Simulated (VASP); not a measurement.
```
InP
1.0
    0.00000     2.92859     2.92859
    2.92859     0.00000     2.92859
    2.92859     2.92859     0.00000
In P
1 1
Cartesian
  0.00000   0.00000   0.00000
  1.46430   1.46430   1.46430
```

Calculation: revTPSS meta-GGA, VASP's PBE PAW potentials (set 64) (plane waves; VASP). Numerical set-up: 520 eV cut-off, 8×8×8 Γ-centred mesh, Gaussian smearing of 0.050 eV, potentials In_d P.

Unless said otherwise, spin-orbit coupling is left out, though it shifts the bands of the heavy elements here.

**Question.** Estimate the energy per atom (σ→0), pressure, band gap (on the k-mesh) with the smallest direct gap where there is one.

**Answer.** 
The band gap (on the k-mesh) is 0.83 eV and the smallest direct gap (on the k-mesh) comes out as 0.83 eV. The energy per atom (σ→0) is 3.868 eV/atom and the pressure comes out as 2.10 GPa.

Only differences to runs with the same potentials and settings are physical.

The compound is InP in the zinc blende structure. This cell is one point of a volume scan, at 0.97 of the reference volume.
